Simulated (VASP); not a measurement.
Input for VASP

**POSCAR**
```
RuS
1.0
  0.0000000000   2.7108000000   2.7108000000
  2.7108000000   0.0000000000   2.7108000000
  2.7108000000   2.7108000000   0.0000000000
Ru S
1 1
Cartesian
  0.0000000000   0.0000000000   0.0000000000
  2.7108000000   2.7108000000   2.7108000000
```

KPOINTS:
```
Automatic mesh
0
Gamma
11 11 11
0 0 0
```

INCAR:
```
SYSTEM=RuS
PREC=Accurate; ENCUT=400; LREAL=.FALSE.
LASPH=.TRUE.
EDIFF=1E-6; NELM=100; ALGO=Normal
LMAXMIX=4
ISMEAR=1; SIGMA=0.1
GGA=PS
IBRION=2; NSW=60; ISIF=3
EDIFFG=-0.01
LWAVE=.FALSE.; LCHARG=.FALSE.
```

POTCAR, in this order: Ru_pv S (PBE.64 set). Program: vasp_std.

Translate this PBEsol calculation to Ansatz.

One equivalent input (not run):
Ansatz 0.2 input:
```yaml
crystal:
  lattice:
    - [0.0000000, 2.7108000, 2.7108000]
    - [2.7108000, 0.0000000, 2.7108000]
    - [2.7108000, 2.7108000, 0.0000000]
  atoms:
    - { symbol: Ru, position: [0.0000000, 0.0000000, 0.0000000] }
    - { symbol: S, position: [0.5000000, 0.5000000, 0.5000000] }
kpoints:
  mp_grid: { grid: [11, 11, 11] }
hamiltonian:
  xc: pbesol
  pseudopotentials: { kind: paw }
scf:
  occupations: { method: methfessel_paxton, width: 0.1 }
  max_iter: 100
relax:
  max_steps: 60
  f_tol: 0.01
  cell: {}
output: { forces: true, stress: true, eigenvalues: true }
```
The two are equivalent in intent, not identical: each code has its own PAW files, so the cut-off isn't converted (ENCUT is set for VASP's; basis.ecutwfc is left out, and Ansatz then takes the one that its files recommend); Ansatz stops its SCF on the density residual and VASP on the energy change (EDIFF).

The structure was generated: RuS was put into the rock salt type (Fm-3m), which need not be its known phase. This run relaxes it. Symmetry was kept, so distortions that lower it aren't found.
